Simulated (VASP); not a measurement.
Data:

```yaml
crystal:
  lattice:
    - [1.89096, -3.27525, 0.00000]
    - [1.89096, 3.27525, 0.00000]
    - [0.00000, 0.00000, 4.97266]
  atoms:
    - { symbol: Pt, position: [0.00000, 0.00000, 0.00000] }
    - { symbol: Se, position: [0.33333, 0.66667, 0.26032] }
    - { symbol: Se, position: [0.66667, 0.33333, 0.73968] }
```

The numbers are results of optB86b-vdW, VASP's PBE PAW potentials (set 64) (plane waves; VASP 6.6.1), not measurements. Settings: 520 eV cut-off, 10×10×7 Γ-centred mesh, tetrahedra with Blöchl corrections, potentials Pt Se.

The cores are frozen, which limits the accuracy of field gradients.

Problem. Give the principal components of the electric field gradient (V/Å²) and the asymmetry η at each nucleus.

Solution. 
```tsv
atom	Vxx	Vyy	Vzz	η
Pt1	-61.2	-61.2	122.5	0.00
Se2	20.0	20.0	-39.9	0.00
Se3	20.0	20.0	-39.9	0.00
```

The compound is PtSe2 in the 1T layered structure. It was relaxed first.
